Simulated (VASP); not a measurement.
The system is SrB3Pt.

```xyz
5
Lattice="4.5406 0.0000 0.0000 0.0000 4.5406 0.0000 0.0000 0.0000 4.5406" Properties=species:S:1:pos:R:3 pbc="T T T"
Sr    0.0000    0.0000    0.0000
B     2.2703    0.0000    0.0000
B     0.0000    2.2703    0.0000
B     0.0000    0.0000    2.2703
Pt    2.2703    2.2703    2.2703
```

The cell was built by a generator and needn't be a form met in nature.

* Program: VASP 6.6.1
* Task: relaxation of cell and atoms
* Functional: PBE
* Potentials or basis: VASP PAW PBE potentials, release 64 (Sr_sv, B, Pt)
* Cutoff: 600 eV
* k mesh: 5 × 5 × 5
* Occupations: fermi-dirac, width 0.05 eV
* Spin: no spin polarisation
* Hubbard terms: Pt d U = 2 eV

At the start: pressure 0.9 GPa; volume 18.72 Å³/atom.

Question: Where does the relaxation end?

Answer: Over 5 steps the energy falls by 3.6 meV/atom and the volume is 20.18 Å³/atom (+7.8 %); space group Pm-3m (No. 221, to 0.05 Å).

Step by step:
```
step  energy change (eV)  largest force (eV/Å)  pressure (GPa)  volume (Å³)
   1              0.0000                0.0000            0.86        93.61
   2             -0.0063                0.0000            0.63        94.98
   3             -0.0166                0.0000            0.21        99.08
   4             -0.0049                0.0000           -0.70       107.61
   5             -0.0180                0.0000            0.04       100.91
```

Final structure:
```
Sr B Pt
1.0
     4.65561    0.00000    0.00000
     0.00000    4.65561    0.00000
     0.00000    0.00000    4.65561
Sr B Pt
1 3 1
Direct
  0.00000 0.00000 0.00000
  0.50000 0.00000 0.00000
  0.00000 0.50000 0.00000
  0.00000 0.00000 0.50000
  0.50000 0.50000 0.50000
```

Caveat: U without spin polarisation on a metal has little footing; the U is typed as a test and isn't derived for this compound.
